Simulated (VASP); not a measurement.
Runs of VASP 6.6.1 on Lu. The structure is hexagonal, space group P6_3/mmc (No. 194). The conventional cell has a = 3.503 Å, b = 3.503 Å, c = 5.551 Å, α = 90.00°, β = 90.00°, γ = 120.00°. Around Lu (site symmetry -6m2) lie 12 Lu at 3.43 to 3.50 Å. 

```tsv
level	k mesh	cutoff (eV)	gap on the mesh (eV)	pressure (GPa)	relaxed volume (Å³/atom)
r2SCAN	12 × 12 × 7	600	none	0.0	29.18
PBE	6 × 6 × 4	300	none	0.0	28.95
PBE+D3(BJ)	12 × 12 × 7	600	none	0.0	27.95
PBEsol	12 × 12 × 7	600	none	0.0	(a)
```

Alike in all rows: task relaxation of cell and atoms; potentials or basis VASP PAW PBE potentials, release 64 (Lu); no spin polarisation; cell relaxed; smearing methfessel-paxton 0.1 eV.

Q: Estimate the missing entries.

A: (a) 27.64.

Caveats: the PAW data sets were made with another functional, which shifts forces and pressure a little (some runs); the cutoff is under 1.25 times the usual one of these potentials, so pressure, stress and relaxed cells hold a basis-set (Pulay) error (some runs); pairwise dispersion overbinds metals, which lowers pressure and volume (some runs).

A k mesh can miss the band edges, and the runs leave out spin-orbit coupling on Lu.

A gap of «none» marks a metal or a gap under the smearing width.

Not every run made on this cell is shown here.
